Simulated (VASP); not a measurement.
Calculation: r2SCAN meta-GGA, VASP's PBE PAW potentials (set 64) (plane waves; VASP).

Input for VASP

**POSCAR**
```
CdSe
1
    0.0000000000     3.0403474562     3.0403474562
    3.0403474562     0.0000000000     3.0403474562
    3.0403474562     3.0403474562     0.0000000000
Cd Se
1 1
Direct
  0.0000000000   0.0000000000   0.0000000000
  0.2500000000   0.2500000000   0.2500000000
```

**INCAR**
```
LREAL  =  .FALSE.   ! projection in real space or not
EDIFF  =  1E-7
LWAVE  =  .FALSE.
ISMEAR  =  0   ! Gaussian
SIGMA  =  0.05   ! width (eV)
ISIF  =  2   ! forces and stress, cell fixed
LCHARG  =  .FALSE.
LMIXTAU  =  .TRUE.
PREC  =  Accurate
LASPH  =  .TRUE.   ! aspherical one-centre terms
NELM  =  100
ENCUT  =  520   ! plane-wave cut-off (eV)
SYSTEM  =  CdSe
METAGGA  =  R2SCAN
ALGO  =  Normal   ! blocked Davidson
LMAXMIX  =  4   ! l cut-off of mixed one-centre charges
```

KPOINTS:
```
kpoints
0
gamma
 8 8 8
0 0 0
```

POTCAR, in this order: Cd Se (PBE.64 set). Program: vasp_std.

The run wrote:

OSZICAR:
```
       N       E                     dE             d eps       ncg     rms          rms(c)
DAV:   1     0.725211400635E+02    0.72521E+02   -0.91374E+03   778   0.126E+03
DAV:   2    -0.361767495760E+02   -0.10870E+03   -0.10375E+03   874   0.291E+02
DAV:   3    -0.407577548453E+02   -0.45810E+01   -0.45715E+01   874   0.618E+01
DAV:   4    -0.407801715980E+02   -0.22417E-01   -0.22415E-01   814   0.442E+00
DAV:   5    -0.407803182479E+02   -0.14665E-03   -0.14665E-03   869   0.322E-01    0.629E+00
DAV:   6    -0.358101137422E+02    0.49702E+01   -0.38262E+00   759   0.309E+01    0.816E+00
DAV:   7    -0.358481290879E+02   -0.38015E-01   -0.37910E-01   754   0.790E+00    0.451E+00
DAV:   8    -0.357797335547E+02    0.68396E-01   -0.36000E-01   754   0.541E+00    0.779E-01
DAV:   9    -0.359029616649E+02   -0.12323E+00   -0.10696E-01   759   0.314E+00    0.542E-01
DAV:  10    -0.358919617454E+02    0.11000E-01   -0.10434E-02   764   0.107E+00    0.321E-01
DAV:  11    -0.359055657241E+02   -0.13604E-01   -0.14261E-02   759   0.128E+00    0.914E-02
DAV:  12    -0.359064167318E+02   -0.85101E-03   -0.11945E-03   804   0.374E-01    0.100E-01
DAV:  13    -0.359064834376E+02   -0.66706E-04   -0.41200E-04   754   0.238E-01    0.167E-02
DAV:  14    -0.359068841405E+02   -0.40070E-03   -0.23601E-04   754   0.181E-01    0.519E-03
DAV:  15    -0.359068875784E+02   -0.34379E-05   -0.19662E-05   844   0.450E-02    0.333E-03
DAV:  16    -0.359068890878E+02   -0.15094E-05   -0.18949E-05   759   0.452E-02    0.342E-03
DAV:  17    -0.359068928518E+02   -0.37640E-05   -0.27202E-06   774   0.200E-02    0.747E-04
DAV:  18    -0.359068959585E+02   -0.31067E-05   -0.14716E-06   774   0.167E-02    0.293E-04
DAV:  19    -0.359068958709E+02    0.87578E-07   -0.31244E-08   522   0.208E-03
   1 F= -.35906896E+02 E0= -.35906896E+02  d E =-.397224E-11
```

File OUTCAR:
```
------------------------ aborting loop because EDIFF is reached ----------------------------------------
  FORCE on cell =-STRESS in cart. coord.  units (eV):
  Direction    XX          YY          ZZ          XY          YZ          ZX
  --------------------------------------------------------------------------------------
  Total        0.5945833      0.5945833      0.5945833      0.0000000     -0.0000000     -0.0000000
  in kB       16.9482022     16.9482022     16.9482022      0.0000000     -0.0000000     -0.0000000
  external PRESSURE =      16.9482022 kB  Pullay stress =       0.0000000 kB
  volume of cell :       56.21
      direct lattice vectors                 reciprocal lattice vectors
     0.000000000  3.040347456  3.040347456    -0.164454888  0.164454888  0.164454888
     3.040347456  0.000000000  3.040347456     0.164454888 -0.164454888  0.164454888
     3.040347456  3.040347456  0.000000000     0.164454888  0.164454888 -0.164454888
  FREE ENERGIE OF THE ION-ELECTRON SYSTEM (eV)
  ---------------------------------------------------
  free  energy   TOTEN  =       -35.9068958709 eV

  energy  without entropy=      -35.9068958709  energy(sigma->0) =      -35.90689587
```
(Selected blocks of OUTCAR.)

File OUTCAR:
```
 val. band max:        0.6500908712   @ k =   0.0000   0.0000   0.0000

 cond. band min:       1.7382995893   @ k =   0.0000   0.0000   0.0000


 Fermi energy:         0.8595178147

 k-point     1 :       0.0000    0.0000    0.0000
  band No.  band energies     occupation
      1     -12.3754      2.00000
      2      -7.5188      2.00000
      3      -7.5188      2.00000
      4      -7.5188      2.00000
      5      -7.1152      2.00000
      6      -7.1152      2.00000
      7       0.6501      2.00000
      8       0.6501      2.00000
      9       0.6501      2.00000
     10       1.7383      0.00000
     11       7.1244      0.00000
     12       7.1244      0.00000
     13       7.1244      0.00000

 k-point     2 :       0.1250    0.0000    0.0000
  band No.  band energies     occupation
      1     -12.3205      2.00000
      2      -7.5006      2.00000
      3      -7.5006      2.00000
      4      -7.4668      2.00000
      5      -7.1160      2.00000
      6      -7.1160      2.00000
      7      -0.4788      2.00000
      8       0.5238      2.00000
      9       0.5239      2.00000
     10       2.6619      0.00000
     11       6.8773      0.00000
     12       7.3325      0.00000
     13       7.3325      0.00000

 k-point     3 :       0.2500    0.0000    0.0000
  band No.  band energies     occupation
      1     -12.1863      2.00000
      2      -7.4606      2.00000
      3      -7.4606      2.00000
      4      -7.2920      2.00000
      5      -7.1128      2.00000
      6      -7.1128      2.00000
      7      -1.9892      2.00000
      8       0.2437      2.00000
      9       0.2437      2.00000
     10       3.4077      0.00000
     11       7.0724      0.00000
     12       7.6397      0.00000
     13       7.6398      0.00000

 k-point     4 :       0.3750    0.0000    0.0000
  band No.  band energies     occupation
      1     -12.0507      2.00000
      2      -7.4282      2.00000
      3      -7.4282      2.00000
...
```

The compound is CdSe in the zinc blende structure, whereas wurtzite is the usual form. This cell is one point of a volume scan, at 0.97 of the reference volume.
